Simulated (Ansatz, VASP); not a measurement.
# Cross-check of TaN between VASP and Ansatz, part 2 of 2

One calculation is typed for both programs; each brings its own data sets. How far apart do they land? The structure shown is the end of the Ansatz relaxation below.

VASP 6.6.1 and Ansatz 0.2.0.

So far. Step 3 (VASP: single point, PBEsol, pair 1): The run ends at a pressure of -3.90 GPa.

## 6. VASP: single point, PBEsol, pair 2

Level of this step: PBEsol; plane waves and PAW (Ta_pv, N) (VASP).

The same cell, functional, mesh and smearing now go to VASP, with its own data sets.

The input, INCAR:

```
SYSTEM = TaN
PREC = Accurate
ENCUT = 600
EDIFF = 1E-06
NELM = 120
ISMEAR = -1
SIGMA = 0.05
LREAL = .FALSE.
ALGO = Normal
GGA = PS
NBANDS = 22
LASPH = .TRUE.
LORBIT = 11
LWAVE = .FALSE.
LCHARG = .FALSE.
ISIF = 2
GGA_COMPAT = .FALSE.
KPAR = 2
```

The input, POSCAR:

```
TaN
1.0
    3.0004078800      0.0000000000      0.0000000000
    0.0000000000      3.0004078800      0.0000000000
    0.0000000000      0.0000000000      4.4374092792
Ta N
2 2
Direct
    0.0000000000      0.0000000000      0.0000000000
    0.5000000000      0.5000000000      0.5000000000
    0.0000000000      0.0000000000      0.5000000000
    0.5000000000      0.5000000000      0.0000000000
```

The input, KPOINTS:

```
Automatic mesh
0
Gamma
14 14 10
0 0 0
```

PAW data sets: Ta_pv and N (PBE family, release 64).

The run is started by

```
$ mpirun -np 2 vasp_std
```

Numbers of over 12 decimals in the logs are rounded to 6 here.

What it wrote:

```text
[banner, memory and clock lines left out]
running    2 mpi-ranks, on    1 nodes
[...]
[... a notice as in an earlier step ...]

 LDA part: xc-table for (Slater+PW92), standard interpolation
 POSCAR, INCAR and KPOINTS ok, starting setup
[...]
entering main loop
       N       E                     dE             d eps       ncg     rms          rms(c)
DAV:   1     0.289733386306E+03    0.28973E+03   -0.19298E+04  9504   0.173E+03
DAV:   2    -0.357430752497E+02   -0.32548E+03   -0.31264E+03 11090   0.473E+02
DAV:   3    -0.515258416230E+02   -0.15783E+02   -0.15318E+02 12040   0.984E+01
DAV:   4    -0.517926265692E+02   -0.26678E+00   -0.26455E+00 11636   0.123E+01
[...]
DAV:  11    -0.461843518994E+02    0.10947E-03   -0.44205E-04 11644   0.156E-01    0.110E-02
DAV:  12    -0.461843531906E+02   -0.12912E-05   -0.20389E-05 11090   0.364E-02    0.428E-03
DAV:  13    -0.461843526126E+02    0.57793E-06   -0.67782E-07  7062   0.565E-03
   1 F= -.46184353E+02 E0= -.46177723E+02  d E =-.132592E-01
```

Parts of OUTCAR (step 6):

```text
  Total        8.0689160      8.0689160      0.3151222      0.0000000      0.0000000     -0.0000000
  in kB      323.6202535    323.6202535     12.6386164      0.0000000      0.0000000     -0.0000000
  external PRESSURE =     219.9597078 kB  Pullay stress =       0.0000000 kB

 POSITION                                       TOTAL-FORCE (eV/Angst)
 -----------------------------------------------------------------------------------
      0.00000      0.00000      0.00000        -0.000000     -0.000000     -0.000000
      1.50020      1.50020      2.21870         0.000000     -0.000000      0.000000
      0.00000      0.00000      2.21870        -0.000000     -0.000000     -0.000000
      1.50020      1.50020      0.00000         0.000000      0.000000      0.000000
 -----------------------------------------------------------------------------------
    total drift:                                0.000000     -0.000000     -0.000000

  FREE ENERGIE OF THE ION-ELECTRON SYSTEM (eV)
  ---------------------------------------------------
  free  energy   TOTEN  =       -46.1843526126 eV

  energy  without entropy=      -46.1710934108  energy(sigma->0) =      -46.17772301

[... 1 part as in an earlier step ...]

[... 2 further parts left out ...]
[key lines of the parts left out:]
E-fermi :  10.1065
```

The run ends at a pressure of 22.00 GPa.

## 7. Side by side

What differs besides the data sets and the points named for the pairs above, as far as they apply: the data sets hold 36 valence electrons in Ansatz (on its PAW soft_1 files) and 32 in VASP. Total energies have different zeros and are not compared.

Compared:

```csv
quantity,Ansatz,VASP,difference
pressure (GPa),20.51,22.00,-1.48
```

## 8. Ansatz: relaxation, PBEsol

This run makes the geometry at which the two programs are then compared. The cell compared in this pair holds 40.56 Å³, against 39.95 Å³ for the pair before.

The structure compared here is the end of the Ansatz relaxation.

The input, input.yaml:

```yaml
crystal:
  lattice:
    - [3.03133992, 0.0, 0.0]
    - [0.0, 3.03133992, 0.0]
    - [0.0, 0.0, 4.426944412]
  atoms:
    - { symbol: Ta, position: [0.0, 0.0, 0.0] }
    - { symbol: Ta, position: [0.5, 0.5, 0.5] }
    - { symbol: "N", position: [0.0, 0.0, 0.5] }
    - { symbol: "N", position: [0.5, 0.5, 0.0] }
kpoints:
  mp_grid: { grid: [14, 14, 10] }
scf:
  occupations: { method: fermi_dirac, width: 0.05 }
hamiltonian:
  xc: pbesol
  pseudopotentials: { kind: paw, azcp: { folder: soft_1 }, xc_functional: pbe }
basis:
  ecutwfc: 600
output:
  forces: true
  stress: true
relax:
  f_tol: 0.005
  max_steps: 70
  cell: { stress_tol: 0.02, p_target: 0, fix: [a, b, alpha, beta, gamma] }
```

The run is started by

```
$ ansatz run input.yaml --threads 4 --pin off --max-ram 10240MiB --backend cpu --events-out ev --progress --plain --runs-dir out
```

What it wrote:

```text
[...]
Crystal: 4 atoms, lattice volume = 40.679 Å³
Basis set: ecut = 600 eV, 1345 PW (Γ), exchange–correlation on 50×50×72 points (8 copies of the dense FFT grid, shifted against one another)
Bands: 22, of which v1, the nominal top of the filled ones, is band 18 counted from 1 (17 counted from 0)
Symmetry: 32 space group operations
[...]
k-points: 216 of 1960
[...]
0.000000       0.000000       0.006545
  P = ⅓ Tr σ = 12.9336 GPa (129.336 kbar)
--- Relaxed structure (3 steps of the walk, 3 accepted, 1 SCFs on fresh bases) ---
[...]
cell:  # Å, volume = 40.5563 Å³
    - [3.03133992, 0, 0.0]
    - [0, 3.03133992, 0.0]
    - [0.0, 0.0, 4.413560]
  atoms:
    - { symbol: Ta, position: [0, 0, 0.0] }
    - { symbol: Ta, position: [0.5, 0.5, 0.5] }
    - { symbol: N, position: [0, 0, 0.5] }
    - { symbol: N, position: [0.5, 0.5, 0.0] }
[key lines of the parts left out:]
SCF converged after 8 iterations
Free energy (F): -20375.877534 eV
Fermi energy:    22.539468 eV
```

## 9. VASP: single point, PBEsol, pair 3

The same cell, functional, mesh and smearing now go to VASP, with its own data sets.

INCAR is that of step 6.

The input, POSCAR:

```
TaN
1.0
    3.0313399200      0.0000000000      0.0000000000
    0.0000000000      3.0313399200      0.0000000000
    0.0000000000      0.0000000000      4.4135596450
Ta N
2 2
Direct
    0.0000000000      0.0000000000      0.0000000000
    0.5000000000      0.5000000000      0.5000000000
    0.0000000000      0.0000000000      0.5000000000
    0.5000000000      0.5000000000      0.0000000000
```

KPOINTS is that of step 6.

The run is started by

```
$ mpirun -np 2 vasp_std
```

What it wrote:

```text
[... set-up lines as in an earlier step ...]
 entering main loop
       N       E                     dE             d eps       ncg     rms          rms(c)
DAV:   1     0.289939355061E+03    0.28994E+03   -0.19160E+04  9504   0.172E+03
DAV:   2    -0.357044608629E+02   -0.32564E+03   -0.31290E+03 11112   0.472E+02
DAV:   3    -0.516518623744E+02   -0.15947E+02   -0.15507E+02 12122   0.986E+01
DAV:   4    -0.519121946663E+02   -0.26033E+00   -0.25824E+00 11584   0.122E+01
[...]
DAV:  11    -0.463198187066E+02    0.16382E-03   -0.56170E-04 11592   0.172E-01    0.158E-02
DAV:  12    -0.463198206688E+02   -0.19622E-05   -0.40274E-05 11302   0.460E-02    0.474E-03
DAV:  13    -0.463198200098E+02    0.65903E-06   -0.10605E-06  7280   0.749E-03
   1 F= -.46319820E+02 E0= -.46312971E+02  d E =-.136981E-01
```

Parts of OUTCAR (step 9):

```text
  Total        5.2692338      5.2692338      0.3198971      0.0000000     -0.0000000      0.0000000
  in kB      208.1611953    208.1611953     12.6375426      0.0000000     -0.0000000      0.0000000
  external PRESSURE =     142.9866444 kB  Pullay stress =       0.0000000 kB

 POSITION                                       TOTAL-FORCE (eV/Angst)
 -----------------------------------------------------------------------------------
      0.00000      0.00000      0.00000        -0.000000     -0.000000      0.000000
      1.51567      1.51567      2.20678        -0.000000     -0.000000      0.000000
      0.00000      0.00000      2.20678        -0.000000     -0.000000      0.000000
      1.51567      1.51567      0.00000         0.000000      0.000000     -0.000000
 -----------------------------------------------------------------------------------
    total drift:                                0.000000     -0.000000     -0.000000

  FREE ENERGIE OF THE ION-ELECTRON SYSTEM (eV)
  ---------------------------------------------------
  free  energy   TOTEN  =       -46.3198200098 eV

  energy  without entropy=      -46.3061219096  energy(sigma->0) =      -46.31297096

[... 1 part as in an earlier step ...]

[... 2 further parts left out ...]
[key lines of the parts left out:]
E-fermi :   9.9213
```

The run ends at a pressure of 14.30 GPa.

## 10. Comparison

What differs besides the data sets and the points named for the pairs above, as far as they apply: the data sets hold 36 valence electrons in Ansatz (on its PAW soft_1 files) and 32 in VASP. Total energies have different zeros and are not compared.

Both answers:

```csv
quantity,Ansatz,VASP,difference
pressure (GPa),12.93,14.30,-1.37
```

## 11. Results

- difference in pressure (single point, PBEsol, pair 1): -1.1 GPa
- difference in pressure (single point, PBEsol, pair 2): -1.5 GPa
- difference in pressure (single point, PBEsol, pair 3): -1.4 GPa

In words: The difference in pressure is -1.5 GPa (single point, PBEsol, pair 2), beyond the 1 GPa picked in this series as the mark of a large difference. The data sets hold unlike numbers of valence electrons (36 in Ansatz and 32 in VASP), so part of the differences comes from the potentials. What causes the difference of the single point, PBEsol, pair 1 pair stays open here. What causes the difference of the single point, PBEsol, pair 2 pair stays open here. What causes the difference of the single point, PBEsol, pair 3 pair stays open here. 4 further runs of this series are not shown here. Such differences can come from data sets, numerical settings and the points named under the comparisons, not from the functional's error against experiment.

[Lines on the potential files, build, host, timing and source positions are cut from VASP's logs without a mark.]

[Logs are printed without paths, hosts, clocks, repeated set-up lines and the standing remarks that a program may print on its own settings, such as how far it seeks lower states.]

[Hosts, paths, dates, database ids (printed as entryN), source tags and the programs' standing remarks are cut or masked in the printed files.]
